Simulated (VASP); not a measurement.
Level of theory: PBE GGA with D3 dispersion (zero damping), VASP's PBE PAW potentials (set 64) (plane waves; VASP 6.6.1).

The input files of a VASP run:

File KPOINTS:
```
k-points along high-symmetry lines
10
Line-mode
Reciprocal
  0.000000   0.000000   0.000000 ! GAMMA
  0.000000   0.500000   0.000000 ! M

  0.000000   0.500000   0.000000 ! M
 -0.333333   0.666667   0.000000 ! K

 -0.333333   0.666667   0.000000 ! K
  0.000000   0.000000   0.000000 ! GAMMA

  0.000000   0.000000   0.000000 ! GAMMA
  0.000000   0.000000   0.500000 ! A

  0.000000   0.000000   0.500000 ! A
  0.000000   0.500000   0.500000 ! L

  0.000000   0.500000   0.500000 ! L
 -0.333333   0.666667   0.500000 ! H

 -0.333333   0.666667   0.500000 ! H
  0.000000   0.000000   0.500000 ! A

  0.000000   0.500000   0.500000 ! L
  0.000000   0.500000   0.000000 ! M

 -0.333333   0.666667   0.500000 ! H
 -0.333333   0.666667   0.000000 ! K
```

### INCAR
```
ALGO=Normal
EDIFF=1E-7
ENCUT=520
GGA=PE
ICHARG=11
ISMEAR=0
IVDW=11
LASPH=.TRUE.
LCHARG=.FALSE.
LMAXMIX=6
LORBIT=11
LREAL=.FALSE.
LWAVE=.FALSE.
NELM=100
PREC=Accurate
SIGMA=0.05
SYSTEM=WSe2
```

File POSCAR:
```
WSe2
13.0234060
  0.1263448201  -0.2188356225   0.0000000000
  0.1263448201   0.2188356225   0.0000000000
  0.0000000000   0.0000000000   1.0000000319
W Se
2 4
Cart
  0.1263448201   0.0729453534   0.2500000080
  0.1263448201  -0.0729453534   0.7500000239
  0.1263448201   0.0729453534   0.8793545936
  0.1263448201  -0.0729453534   0.3793545776
  0.1263448201  -0.0729453534   0.1206454383
  0.1263448201   0.0729453534   0.6206454543
```

POTCAR, in this order: W_sv Se (PBE.64 set). Program: vasp_std. Read from the step before: CHGCAR.

What VASP printed:

### OSZICAR
```
       N       E                     dE             d eps       ncg     rms          rms(c)
DAV:   1     0.515072209950E+03    0.51507E+03   -0.28656E+04  6292   0.164E+03
DAV:   2    -0.799349253178E+01   -0.52307E+03   -0.51188E+03  6643   0.431E+02
DAV:   3    -0.408834322475E+02   -0.32890E+02   -0.32296E+02  7045   0.946E+01
DAV:   4    -0.417751498671E+02   -0.89172E+00   -0.88885E+00  6834   0.154E+01
DAV:   5    -0.417975561788E+02   -0.22406E-01   -0.22396E-01  7374   0.231E+00
DAV:   6    -0.417980455314E+02   -0.48935E-03   -0.48907E-03  6943   0.352E-01
DAV:   7    -0.417980585980E+02   -0.13067E-04   -0.13064E-04  7341   0.590E-02
DAV:   8    -0.417980589778E+02   -0.37988E-06   -0.37980E-06  6565   0.107E-02
DAV:   9    -0.417980589912E+02   -0.13374E-07   -0.13365E-07  4771   0.217E-03
   1 F= -.43775764E+02 E0= -.43775764E+02  d E =-.107815E-19
```

File OUTCAR:
```
 val. band max:        6.1838967426   @ k =  -0.0000   0.0000   0.0000

 cond. band min:       7.1422243303   @ k =  -0.1852   0.3704   0.0000



 k-point     1 :       0.0000    0.0000    0.0000
  band No.  band energies     occupation
      1     -68.1235      2.00000
      2     -68.1235      2.00000
      3     -32.3646      2.00000
      4     -32.3646      2.00000
      5     -32.2368      2.00000
      6     -32.2368      2.00000
      7     -32.2368      2.00000
      8     -32.2368      2.00000
      9      -9.0237      2.00000
     10      -8.7729      2.00000
     11      -7.8766      2.00000
     12      -7.4611      2.00000
     13      -0.8918      2.00000
     14       0.2040      2.00000
     15       2.5787      2.00000
     16       3.6022      2.00000
     17       3.6022      2.00000
     18       3.6195      2.00000
     19       3.6195      2.00000
     20       4.7059      2.00000
     21       4.7060      2.00000
     22       4.7605      2.00000
     23       4.7606      2.00000
     24       5.0875      2.00000
     25       5.1149      2.00000
     26       6.1839      2.00000
     27       8.8475      0.00000
     28       8.8502      0.00000
     29       8.8996      0.00000
     30       8.9124      0.00000
     31       8.9228      0.00000

 k-point     2 :       0.0000    0.0556    0.0000
  band No.  band energies     occupation
      1     -68.1232      2.00000
      2     -68.1232      2.00000
      3     -32.3633      2.00000
      4     -32.3633      2.00000
      5     -32.2439      2.00000
      6     -32.2439      2.00000
      7     -32.2385      2.00000
      8     -32.2385      2.00000
      9      -8.9769      2.00000
     10      -8.7263      2.00000
     11      -7.8504      2.00000
     12      -7.4394      2.00000
     13      -0.8311      2.00000
     14       0.2644      2.00000
     15       2.5364      2.00000
     16       3.4529      2.00000
     17       3.4755      2.00000
     18       3.6460      2.00000
...
```

The density is held fixed in this step, so its total energy and stress have no physical meaning. Unless said otherwise, spin-orbit coupling is left out, though it shifts the bands of the heavy elements here.

The compound is WSe2 in the 2H layered structure. It was relaxed first.
